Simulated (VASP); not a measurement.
Consider the following.

```
CELL_PARAMETERS angstrom
      2.30352    -3.98981     0.00000
      2.30352     3.98981     0.00000
      0.00000     0.00000     7.49112
ATOMIC_POSITIONS crystal
  Mg 0.66667 0.33333 0.49976
  Mg 0.33333 0.66667 0.99976
  Te 0.66667 0.33333 0.87624
  Te 0.33333 0.66667 0.37624
```

The numbers are results of PW91 GGA, VASP's PBE PAW potentials (set 64) (plane waves; VASP 6.6.1), not measurements. Run with 520 eV cut-off, Gaussian smearing of 0.050 eV, potentials Mg Te.

Unless said otherwise, spin-orbit coupling is left out, though it shifts the bands of the heavy elements here.

### Question
Estimate the band gap (along the path) with the smallest direct gap where there is one.

### Answer

```
Property                               Result
------------------------------------  -------
band gap (along the path)             2.38 eV
smallest direct gap (along the path)  2.38 eV
```

The compound is MgTe in the wurtzite structure. It was relaxed first.
